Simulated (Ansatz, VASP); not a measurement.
**CaZnBr4: VASP beside Ansatz**

```xyz
6
Lattice="0.0000 4.5189 4.5189 4.5189 0.0000 4.5189 4.5189 4.5189 0.0000" Properties=species:S:1:pos:R:3 pbc="T T T"
Ca    0.0000    0.0000    0.0000
Zn    2.2594    2.2594    2.2594
Br    3.3859    5.6519    3.3859
Br    5.6519    5.6519    5.6519
Br    5.6519    3.3859    3.3859
Br    3.3859    3.3859    5.6519
```

Change from the starting cell: species swapped into the YbCdNi4 type (F-43m, No. 216).

Alike in both runs: functional PBE; k mesh 8 × 8 × 8; occupations gaussian, width 0.1 eV; no spin polarisation.

Ansatz relaxed the structure, and its values are those at the end. VASP's run is a single point on that final structure, the one shown.

|  | VASP | Ansatz |
| --- | --- | --- |
| version | VASP 6.6.1 | Ansatz 0.2.0 |
| potentials or method | VASP PAW PBE potentials, release 64 (Ca_sv, Zn, Br) | scalar-relativistic, plane waves, PAW |
| plane-wave cutoff (eV) | 520 | 420 |
| valence electrons in the cell | 50 | 50 |

VASP gave:

- gap on the k mesh at the Fermi level (eV): none
- pressure (GPa): 0.0
- rms of the force components (eV/Å): 0.005

**Question.** What did Ansatz give for the same quantities?

**Answer.** gap on the k mesh at the Fermi level (eV): none; pressure (GPa): 0.0; rms of the force components (eV/Å): 0.004.

A gap of «none» marks a metal or a gap that the smearing closes.
